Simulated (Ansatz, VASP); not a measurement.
## One calculation of ZrGaC5, two programs

```xyz
7
Lattice="3.1696 0.0000 0.0000 0.0000 3.1696 0.0000 0.0000 0.0000 7.0024" Properties=species:S:1:pos:R:3 pbc="T T T"
Zr    0.0000    0.0000    0.0000
Ga    0.0000    0.0000    3.5012
C     1.5848    1.5848    0.0000
C     1.5848    0.0000    1.9210
C     0.0000    1.5848    1.9210
C     1.5848    0.0000    5.0814
C     0.0000    1.5848    5.0814
```

Change from the starting cell: species swapped into the YbIn5Rh type (P4/mmm, No. 123).

Alike in both runs: functional PBE; k mesh 6 × 6 × 4; occupations gaussian, width 0.1 eV; no spin polarisation.

Ansatz relaxed the structure, and its values are those at the end. VASP's run is a single point on that final structure, the one shown.

```csv
,VASP,Ansatz
version,VASP 6.6.1,Ansatz 0.2.0
potentials or method,"VASP PAW PBE potentials, release 64 (Zr_sv, Ga_d, C)","scalar-relativistic, plane waves, PAW"
plane-wave cutoff (eV),520,420
valence electrons in the cell,45,45
```

|  | VASP | Ansatz | Ansatz less VASP |
| --- | --- | --- | --- |
| gap on the k mesh at the Fermi level (eV) | none | none | - |
| pressure (GPa) | 0.4 | 0.1 | -0.25 |
| rms of the force components (eV/Å) | 0.005 | 0.002 | -0.0034 |

A gap of «none» marks a metal or a gap that the smearing closes.
